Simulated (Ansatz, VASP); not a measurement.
## SiC in two plane-wave programs

Wanted: the spread between two codes on one cell, functional and k mesh. Of the first pair: The structure shown is the end of the Ansatz relaxation below.

Main program and level: Ansatz 0.2.0; plane waves, with VASP 6.6.1 beside it; PBE.

## 1. Starting point

The structure is hexagonal, space group P6_3mc (No. 186). The conventional cell has a = 2.988 Å, b = 2.988 Å, c = 9.776 Å, α = 90.00°, β = 90.00°, γ = 120.00°. Nearest to C lie 4 Si at 1.83 to 1.84 Å. Nearest to C lie 4 Si at 1.83 Å. Nearest to Si lie 4 C at 1.83 to 1.84 Å. Nearest to Si lie 4 C at 1.83 Å. Farther neighbours are not listed.

Structure file:

```cif
data_structure
_symmetry_space_group_name_H-M 'P 1'
_symmetry_Int_Tables_number 1
_cell_length_a 2.9879
_cell_length_b 2.9879
_cell_length_c 9.7756
_cell_angle_alpha 90.000
_cell_angle_beta 90.000
_cell_angle_gamma 120.000
_cell_volume 75.58
loop_
_atom_site_label
_atom_site_type_symbol
_atom_site_fract_x
_atom_site_fract_y
_atom_site_fract_z
_atom_site_occupancy
C1 C 0.66667 0.33333 0.74982 1
C2 C 0.33333 0.66667 0.24982 1
C3 C 0.00000 0.00000 0.50043 1
C4 C 0.00000 0.00000 0.00043 1
Si5 Si 0.66667 0.33333 0.93778 1
Si6 Si 0.33333 0.66667 0.43778 1
Si7 Si 0.00000 0.00000 0.68797 1
Si8 Si 0.00000 0.00000 0.18797 1
```

## 2. Ansatz: relaxation, PBE

Ansatz runs on its PAW soft_1 files.

This run makes the geometry at which the two programs are then compared.

File input.yaml:

```yaml
crystal:
  lattice:
    - [2.9878050032, 0.0, 0.0]
    - [-1.4939025016, 2.5875150343, 0.0]
    - [0.0, 0.0, 9.7765563572]
  atoms:
    - { symbol: C, position: [0.6666666667, 0.3333333333, 0.7498229784] }
    - { symbol: C, position: [0.3333333333, 0.6666666667, 0.2498229784] }
    - { symbol: C, position: [0.0, 0.0, 0.5004315974] }
    - { symbol: C, position: [0.0, 0.0, 0.0004315974] }
    - { symbol: Si, position: [0.6666666667, 0.3333333333, 0.9377920528] }
    - { symbol: Si, position: [0.3333333333, 0.6666666667, 0.4377920528] }
    - { symbol: Si, position: [0.0, 0.0, 0.6879523713] }
    - { symbol: Si, position: [0.0, 0.0, 0.1879523713] }
kpoints:
  mp_grid: { grid: [9, 9, 4] }
hamiltonian:
  xc: pbe
  pseudopotentials: { kind: paw, azcp: { folder: soft_1 } }
scf:
  occupations: { method: fixed }
output:
  forces: true
  stress: true
  eigenvalues: true
relax:
  adjacent_minimum: "off"
  f_tol: 0.001
  max_steps: 60
  cell: { stress_tol: 0.01, fix: [volume] }
```

The run is started by

```bash
ansatz run input.yaml --threads 8 --pin off --max-ram 16384MiB --backend cpu --events-out ev --progress --plain --runs-dir out
```

Numbers of over 12 decimals in the logs are rounded to 6 here.

What it wrote:

```text
Engine: ansatz 0.2.0, x86_64-unknown-linux-gnu
Pseudopotentials: kind: paw
Pseudopotential: C, paw, valence charge 4, recommended cutoff 420 eV (normal), soft_1/C.paw.azcp
Pseudopotential: Si, paw, valence charge 4, recommended cutoff 420 eV (normal), soft_1/Si.paw.azcp
Functional definition: PBE
  parameter kappa = 0.804
  parameter beta = 0.066725
  exchange = pbe_x(kappa = kappa, mu = beta*pi^2/3)
  correlation = pbe_c(beta = beta)
Crystal: 8 atoms, lattice volume = 75.582 Å³
Basis set: ecut = 420 eV, 1425 PW (Γ), exchange–correlation on 40×40×144 points (8 copies of the dense FFT grid, shifted against one another)
Bands: 24, of which v1, the nominal top of the filled ones, is band 16 counted from 1 (15 counted from 0)
Symmetry: 12 space group operations
Space group: P63mc (ITA 186), of the structure as read, at distance tolerance 4.2e-5 Å
k-points: 36 of 324 (time reversal used)
Non-local potential: C, projectors of the file, l = 0: 2, l = 1: 2, l = 2: 1
Non-local potential: Si, projectors of the file, l = 0: 2, l = 1: 2, l = 2: 1
PAW form: soft (Blöchl's): semilocal exchange-correlation on the pseudo side does not see the compensation charge
PAW one-centre angular grid: C, 110 points (default); XC on 64 Gauss nodes
PAW one-centre angular grid: Si, 110 points (default); XC on 64 Gauss nodes
Initial density: superposition of atomic densities (chi_scale 0.1, normalization cell, long waves kept (reshape's long-wave potential 0.00 eV rms))
Initial wavefunctions: pseudopotential atomic-orbital guess
Functional: x = pbe(κ = 0.804, μ = 0.219515), c = pbe(β = 0.066725)
SCF iter   1: F=—  HF=-3555.055751 eV  |F-HF|=—  |Δ(HF+E_count)|=         —  Δρ=1.57e-1  dr2=2.18e1  ethr=3.10e-3  ⟨swp⟩=4.9  Hψ=4014  notcnv=0  defer=194
preconditioner: auto → none  [insulator: Δε(μ)=4.308 eV  Ē_g=13.602 eV  n_scr=6 (ndim 8)  ℏωp=24.2 eV  f_vac=0.000  ε∞_Penn≈4.2]
SCF iter   2: F=—  HF=-3548.232271 eV  |F-HF|=—  |Δ(HF+E_count)|=    6.82e0  Δρ=4.86e-2  dr2=9.80e-1  ethr=3.10e-3  ⟨swp⟩=4.0  Hψ=2390  notcnv=0  defer=212
SCF iter   3: F=—  HF=-3548.001349 eV  |F-HF|=—  |Δ(HF+E_count)|=   2.31e-1  Δρ=2.00e-2  dr2=1.49e-1  ethr=3.06e-3  ⟨swp⟩=2.9  Hψ=1650  notcnv=0  defer=208
SCF iter   4: F=—  HF=-3547.991843 eV  |F-HF|=—  |Δ(HF+E_count)|=   9.51e-3  Δρ=2.00e-3  dr2=1.85e-3  ethr=4.65e-4  ⟨swp⟩=2.0  Hψ=835  notcnv=0  defer=216
SCF iter   5: F=—  HF=-3547.992320 eV  |F-HF|=—  |Δ(HF+E_count)|=   4.76e-4  Δρ=3.73e-4  dr2=1.85e-4  ethr=5.78e-6  ⟨swp⟩=2.7  Hψ=1470  notcnv=0  defer=216
SCF iter   6: F=—  HF=-3547.992282 eV  |F-HF|=—  |Δ(HF+E_count)|=   3.71e-5  Δρ=1.77e-4  dr2=7.87e-6  ethr=5.78e-7  ⟨swp⟩=2.0  Hψ=1152  notcnv=0  defer=210
SCF iter   7: F=—  HF=-3547.992313 eV  |F-HF|=—  |Δ(HF+E_count)|=   3.01e-5  Δρ=5.07e-5  dr2=2.92e-6  ethr=2.46e-8  ⟨swp⟩=2.0  Hψ=1421  notcnv=0  defer=175
SCF iter   8: F=—  HF=-3547.992312 eV  |F-HF|=—  |Δ(HF+E_count)|=   8.02e-7  Δρ=1.99e-5  dr2=1.62e-7  ethr=9.13e-9  ⟨swp⟩=2.0  Hψ=1150  notcnv=0  defer=177
SCF iter   9: F=-3547.992312 eV  HF=-3547.992312 eV  |F-HF|=2.62e-9  |Δ(HF+E_count)|=   4.67e-8  Δρ=2.51e-6  dr2=2.41e-9  ethr=3.13e-10  ⟨swp⟩=14.5  Hψ=6000  notcnv=0
SCF 1 converged in 9 iterations: F = -3547.992312 eV  dr2 = 2.41e-9
  greatest PAW one-centre occupation: 0.659 electrons in one spin orbital (limit 2), on the C atom at site 1 (counted from 0), in its partial waves of l = 0
relax step   1: F+E_penalty+E_count = -3547.99231168 eV  Δ(F+E_penalty+E_count) = +0.000e0 eV  max|allowed force component| = 7.243e-3 eV/Å  Δτ_max = 0.0000 Å  P = +27.607 GPa  Ω = 75.582 Å³  fix = [volume]  reactions: volume +27.607 GPa  (9 SCF iters, dr2 threshold 1.00e-7 eV, accepted)
[...]
relax step   2: F+E_penalty+E_count = -3547.99231486 eV  Δ(F+E_penalty+E_count) = -3.187e-6 eV  max|allowed force component| = 3.495e-3 eV/Å  Δτ_max = 0.0001 Å  P = +27.607 GPa  Ω = 75.582 Å³  energy of the carried Pulay correction = +2.356e-17 eV  fix = [volume]  reactions: volume +27.607 GPa  (4 SCF iters, dr2 threshold 8.55e-9 eV, accepted)
[...]
relax step   3: F+E_penalty+E_count = -3547.99231521 eV  Δ(F+E_penalty+E_count) = -3.485e-7 eV  max|allowed force component| = 8.350e-4 eV/Å  Δτ_max = 0.0001 Å  P = +27.606 GPa  Ω = 75.582 Å³  energy of the carried Pulay correction = +4.713e-17 eV  fix = [volume]  reactions: volume +27.606 GPa  (4 SCF iters, dr2 threshold 7.63e-10 eV, accepted)
[...]
relax step   4: F+E_penalty+E_count = -3547.99231384 eV  Δ(F+E_penalty+E_count) = +1.374e-6 eV  max|allowed force component| = 8.332e-4 eV/Å  Δτ_max = 0.0000 Å  P = +27.606 GPa  Ω = 75.582 Å³  fix = [volume]  reactions: volume +27.606 GPa  stress off target by 3.42e-3 GPa on what of the cell is left free  SCF on the basis re-selected at this cell (its energy is not comparable with the rows above)  (5 SCF iters)
basis re-selected at this cell: Δ(F+E_penalty+E_count) = +1.374e-6 eV, ΔP = -0.000 GPa vs the last step (what re-selecting the basis moved, of the pressure what is left beyond the Pulay correction that the steps carried, after the strain that the cell walked since its last selection, with what the two solves' SCF thresholds leave and, on support functions, any second-order correction that the steps lacked; it is no m [...]
SCF converged after 5 iterations
Free energy (F): -3547.992314 eV
Harris-Foulkes:  -3547.992314 eV  (|F-HF|=9.09e-13)
Internal energy: -3547.992314 eV  (E = F + TS)
E sigma→0 (E₀):  -3547.992314 eV
Fermi energy:    10.736227 eV
--- Per-component energies (eV) ---
  E_band       = 144.849166
  E_kinetic    = 553.705495
  E_local      = -360.181877  (includes V_loc(G=0)·N_el)
  E_nonlocal   = 184.842593
  E_hartree    = 124.607756
  E_xc         = -429.455447
  E_vxc        = -443.555008  (∫ρ·V_xc dr)
  E_paw        = -2448.220510  (= ΣΔE_a)
  E_vpaw       = -39.177732  (= ΣTr[D̂ρ^β])
  E_aug_tail   = 0.000204  (compensation charges beyond the density's cutoff)
  E_ewald      = -1173.290528
  E_smearing   = -0.000000  (= −TS)
  E_closure    = 0.000000  (closes the sum)
  Σ components = -3547.992314   (vs F -3547.992314, Δ=0.00e0)
--- Forces (eV/Å), atoms counted from 1 ---
  atom   1  C     -0.00000000     0.00000000     0.00083278
  atom   2  C      0.00000000    -0.00000000     0.00083278
  atom   3  C     -0.00000000    -0.00000000     0.00044774
  atom   4  C     -0.00000000     0.00000000     0.00044774
  atom   5  Si     0.00000000    -0.00000000    -0.00079126
  atom   6  Si     0.00000000     0.00000000    -0.00079126
  atom   7  Si    -0.00000000     0.00000000    -0.00049086
  atom   8  Si     0.00000000    -0.00000000    -0.00049086
  max |Σ_I F_I| component: 3.21e-6 eV/Å
--- Stress (GPa, compression-positive) ---
       27.608131       0.000000       0.000000
        0.000000      27.608131       0.000000
        0.000000       0.000000      27.602998
  P = ⅓ Tr σ = 27.6064 GPa (276.064 kbar)
--- Band table (eV; the first three rows and the last of 36) ---
  k-point 0: bands = [... 12 lower, 10.1436, 10.6886, 10.7362, 10.7362, 16.6124, 17.1796, 17.8583, 18.0329, ... 4 higher]
  k-point 1: bands = [... 12 lower, 10.3152, 10.3152, 10.6799, 10.6799, 16.6661, 17.0378, 18.0339, 18.2224, ... 4 higher]
  k-point 2: bands = [... 12 lower, 10.5263, 10.5263, 10.5263, 10.5263, 16.8196, 16.8196, 18.3136, 18.3136, ... 4 higher]
  k-point 35: bands = [... 12 lower, 7.8769, 7.8769, 8.1531, 8.1531, 14.0018, 14.0018, 17.7103, 17.7103, ... 4 higher]
--- Relaxed structure (3 steps of the walk, 3 accepted, 1 SCFs on fresh bases) ---
  F+E_penalty+E_count = -3547.99231384 eV   max|allowed force component| = 8.332e-4 eV/Å   (the final SCF, on the basis selected at the relaxed cell)
  cell:  # Å, volume = 75.5825 Å³
    - [2.987947, 0, 0]
    - [-1.493974, 2.587638, 0]
    - [0, 0, 9.775625]
  atoms:
    - { symbol: C, position: [0.666667, 0.333333, 0.749820] }
    - { symbol: C, position: [0.333333, 0.666667, 0.249820] }
    - { symbol: C, position: [0, 0, 0.500426] }
    - { symbol: C, position: [0, 0, 0.000426111] }
    - { symbol: Si, position: [0.666667, 0.333333, 0.937782] }
    - { symbol: Si, position: [0.333333, 0.666667, 0.437782] }
    - { symbol: Si, position: [0, 0, 0.687970] }
    - { symbol: Si, position: [0, 0, 0.187970] }
```

## 3. VASP: single point, PBE, pair 1

The same cell, functional and mesh now go to VASP, with its own data sets.

Lines of VASP's logs that name or quote its potential files are left out, and so is its time.

File INCAR:

```
SYSTEM = SiC
PREC = Accurate
ENCUT = 600
EDIFF = 1E-06
NELM = 120
ISMEAR = 0
SIGMA = 0.01
LREAL = .FALSE.
ALGO = Normal
GGA = PE
NBANDS = 24
LORBIT = 11
LWAVE = .FALSE.
LCHARG = .FALSE.
ISIF = 2
LASPH = .TRUE.
GGA_COMPAT = .FALSE.
EFERMI = MIDGAP
KPAR = 2
```

File POSCAR:

```
SiC
1.0
    2.9879472970      0.0000000000      0.0000000000
   -1.4939736485      2.5876382643      0.0000000000
    0.0000000000      0.0000000000      9.7756252096
C Si
4 4
Direct
    0.6666666666      0.3333333332      0.7498204046
    0.3333333332      0.6666666666      0.2498204046
    0.9999999999      0.9999999999      0.5004261107
    0.9999999999      0.9999999999      0.0004261107
    0.6666666666      0.3333333332      0.9377820843
    0.3333333332      0.6666666666      0.4377820843
    0.9999999999      0.9999999999      0.6879704004
    0.9999999999      0.9999999999      0.1879704004
```

File KPOINTS:

```
Automatic mesh
0
Gamma
9 9 4
0 0 0
```

PAW data sets: C and Si (PBE family, release 64).

The run is started by

```bash
mpirun -np 2 vasp_std
```

What it wrote:

```text
[banner, memory and clock lines left out]
running    2 mpi-ranks, on    1 nodes
 distrk:  each k-point on    1 cores,    2 groups
 distr:  one band on    1 cores,    1 groups

 POSCAR found type information on POSCAR C Si
 POSCAR found :  2 types and       8 ions
 LDA part: xc-table for (Slater+PW92), standard interpolation
 POSCAR, INCAR and KPOINTS ok, starting setup
 FFT: planning ... GRIDC
 FFT: planning ... GRID_SOFT
 FFT: planning ... GRID
 WAVECAR not read
 entering main loop
       N       E                     dE             d eps       ncg     rms          rms(c)
DAV:   1     0.923643997193E+02    0.92364E+02   -0.16250E+04  1728   0.136E+03
DAV:   2    -0.605376844562E+02   -0.15290E+03   -0.14120E+03  2344   0.217E+02
DAV:   3    -0.679975132438E+02   -0.74598E+01   -0.74044E+01  2304   0.464E+01
DAV:   4    -0.680896462672E+02   -0.92133E-01   -0.92065E-01  2216   0.599E+00
DAV:   5    -0.680912217018E+02   -0.15754E-02   -0.15752E-02  2272   0.751E-01    0.196E+01
DAV:   6    -0.599335746082E+02    0.81576E+01   -0.22334E+01  2192   0.220E+01    0.898E+00
DAV:   7    -0.596284466861E+02    0.30513E+00   -0.25652E+00  2344   0.757E+00    0.366E+00
DAV:   8    -0.595956299607E+02    0.32817E-01   -0.14516E-01  2080   0.191E+00    0.986E-01
DAV:   9    -0.595928447903E+02    0.27852E-02   -0.17290E-02  2232   0.747E-01    0.159E-01
DAV:  10    -0.595932502678E+02   -0.40548E-03   -0.11757E-03  2224   0.187E-01    0.753E-02
DAV:  11    -0.595933109630E+02   -0.60695E-04   -0.12370E-04  2216   0.770E-02    0.153E-02
DAV:  12    -0.595933122003E+02   -0.12373E-05   -0.89771E-06  2216   0.148E-02    0.478E-03
DAV:  13    -0.595933127825E+02   -0.58225E-06   -0.34054E-07  1608   0.374E-03
   1 F= -.59593313E+02 E0= -.59593313E+02  d E =0.000000E+00
```

OUTCAR, selected parts (step 3):

```text
ion  position               nearest neighbor table
   1  0.667  0.333  0.750-   7 1.83   7 1.83   7 1.83   5 1.84
   2  0.333  0.667  0.250-   8 1.83   8 1.83   8 1.83   6 1.84
   3  1.000  1.000  0.500-   6 1.83   6 1.83   6 1.83   7 1.83
   4  1.000  1.000  0.000-   5 1.83   5 1.83   5 1.83   8 1.83
   5  0.667  0.333  0.938-   4 1.83   4 1.83   4 1.83   1 1.84   7 2.99   7 2.99   7 2.99   8 2.99
                             8 2.99   8 2.99
   6  0.333  0.667  0.438-   3 1.83   3 1.83   3 1.83   2 1.84   8 2.99   8 2.99   8 2.99   7 2.99
                             7 2.99   7 2.99
   7  1.000  1.000  0.688-   1 1.83   1 1.83   1 1.83   3 1.83   5 2.99   5 2.99   5 2.99   6 2.99
                             6 2.99   6 2.99
   8  1.000  1.000  0.188-   2 1.83   2 1.83   2 1.83   4 1.83   6 2.99   6 2.99   6 2.99   5 2.99
                             5 2.99   5 2.99

  LATTYP: Found a hexagonal cell.
 ALAT       =     2.9879472970
 C/A-ratio  =     3.2716859562

 Subroutine GETGRP returns: Found 12 space group operations
 (whereof  6 operations were pure point group operations)

The static configuration has the point symmetry C_3v.
 The point group associated with its full space group is C_6v.

 Found     36 irreducible k-points:

   k-points           NKPTS =     36   k-points in BZ     NKDIM =     36   number of bands    NBANDS=     24

   dimension x,y,z NGX =    24 NGY =   24 NGZ =   80
   dimension x,y,z NGXF=    48 NGYF=   48 NGZF=  160

   ENCUT  =  600.0 eV  44.10 Ry    6.64 a.u.   5.97  5.97 19.52*2*pi/ulx,y,z

   NELECT =      32.0000    total number of electrons

 k-points in reciprocal lattice and weights: Automatic mesh
   0.00000000  0.00000000  0.00000000       0.003
   0.11111111  0.00000000  0.00000000       0.019
   0.22222222  0.00000000  0.00000000       0.019
   0.33333333  0.00000000  0.00000000       0.019
   0.44444444  0.00000000  0.00000000       0.019
   0.11111111  0.11111111  0.00000000       0.019
   0.22222222  0.11111111  0.00000000       0.037
   0.33333333  0.11111111  0.00000000       0.037
   0.44444444  0.11111111  0.00000000       0.019
[...]
0.33333333  0.22222222  0.50000000       0.037
   0.33333333  0.33333333  0.50000000       0.006

 average (electrostatic) potential at core
       1 -43.4357       2 -43.4357       3 -43.5055       4 -43.5055       5 -79.1163
       6 -79.1163       7 -79.0693       8 -79.0693

 E-fermi :  10.4120

 k-point     1 :       0.0000    0.0000    0.0000
  band No.  band energies     occupation
    ...
     12       8.6388      2.00000
     13       8.6388      2.00000
     14       9.1808      2.00000
     15       9.2289      2.00000
     16       9.2289      2.00000
     17      15.1157      0.00000
     18      15.6851      0.00000
     19      16.3628      0.00000
     20      16.5586      0.00000
     21      16.6641      0.00000
    ...

 k-point     2 :       0.1111    0.0000    0.0000
  band No.  band energies     occupation
    ...
     12       8.2312      2.00000
     13       8.3276      2.00000
     14       8.4750      2.00000
     15       9.0357      2.00000
     16       9.1401      2.00000
     17      15.0962      0.00000
     18      15.7775      0.00000
     19      15.8735      0.00000
     20      16.5281      0.00000
     21      16.8553      0.00000
    ...

 k-point     3 :       0.2222    0.0000    0.0000
  band No.  band energies     occupation
    ...
     12       6.8679      2.00000
     13       7.6437      2.00000
     14       7.6927      2.00000
     15       8.5582      2.00000
     16       8.7952      2.00000
     17      13.5808      0.00000
     18      14.1579      0.00000
     19      14.9326      0.00000
     20      16.0221      0.00000
     21      16.9265      0.00000
    ...

  Total       12.8727371     12.8727371     12.8734370      0.0000000      0.0000000      0.0000000
  in kB      272.8729227    272.8729226    272.8877591      0.0000000      0.0000000      0.0000000
  external PRESSURE =     272.8778681 kB  Pullay stress =       0.0000000 kB

  energy-cutoff  :      600.00
  volume of cell :       75.58
      direct lattice vectors                 reciprocal lattice vectors
     2.987947297  0.000000000  0.000000000     0.334677925  0.193226390  0.000000000
    -1.493973648  2.587638264  0.000000000     0.000000000  0.386452780  0.000000000
     0.000000000  0.000000000  9.775625210     0.000000000  0.000000000  0.102295247

 POSITION                                       TOTAL-FORCE (eV/Angst)
 -----------------------------------------------------------------------------------
      1.49397      0.86255      7.32996         0.000000      0.000000      0.000189
     -0.00000      1.72509      2.44215        -0.000000     -0.000000      0.000189
      1.49397      2.58764      4.89198         0.000000      0.000000      0.000738
      1.49397      2.58764      0.00417        -0.000000     -0.000000      0.000738
      1.49397      0.86255      9.16741         0.000000     -0.000000      0.000728
     -0.00000      1.72509      4.27959        -0.000000     -0.000000      0.000728
      1.49397      2.58764      6.72534        -0.000000     -0.000000     -0.001655
      1.49397      2.58764      1.83753        -0.000000     -0.000000     -0.001655
 -----------------------------------------------------------------------------------
    total drift:                                0.000000      0.000000     -0.000646

  FREE ENERGIE OF THE ION-ELECTRON SYSTEM (eV)
  ---------------------------------------------------
  free  energy   TOTEN  =       -59.5933127825 eV

  energy  without entropy=      -59.5933127825  energy(sigma->0) =      -59.59331278

 total charge
# of ion       s       p       d       tot
------------------------------------------
    1        0.849   1.801   0.000   2.650
    2        0.849   1.801   0.000   2.650
    3        0.849   1.797   0.000   2.646
    4        0.849   1.797   0.000   2.646
    5        0.718   1.042   0.000   1.760
    6        0.718   1.042   0.000   1.760
    7        0.719   1.040   0.000   1.758
    8        0.719   1.040   0.000   1.758
--------------------------------------------------
tot          6.269  11.360   0.000  17.629

[... 3 further parts left out ...]
```

The run ends at a pressure of 27.29 GPa, with forces up to 0.0017 eV/Å.

## 4. Comparison

Known differences besides the potentials themselves: fixed occupations in Ansatz, narrow Gaussian smearing in VASP; the cutoff is 420 eV in Ansatz and 600 eV in VASP; Ansatz's pressure holds a Pulay correction, VASP's none. Total energies have different zeros and are not compared.

The two programs side by side:

| quantity | Ansatz | VASP | difference |
| --- | --- | --- | --- |
| pressure (GPa) | 27.61 | 27.29 | +0.32 |
| gap on the k mesh (eV) | 2.368 | 2.366 | +0.001 |

A gap on the mesh is an upper bound, since the band edges may lie between its points.

(Continued in part 2 of 2.)

[Lines on the potential files, build, host, timing and source positions are cut from VASP's logs without a mark.]

[Logs are printed without paths, hosts, clocks, repeated set-up lines and the standing remarks that a program may print on its own settings, such as how far it seeks lower states.]

[Hosts, paths, dates, database ids (printed as entryN), source tags and the programs' standing remarks are cut or masked in the printed files.]
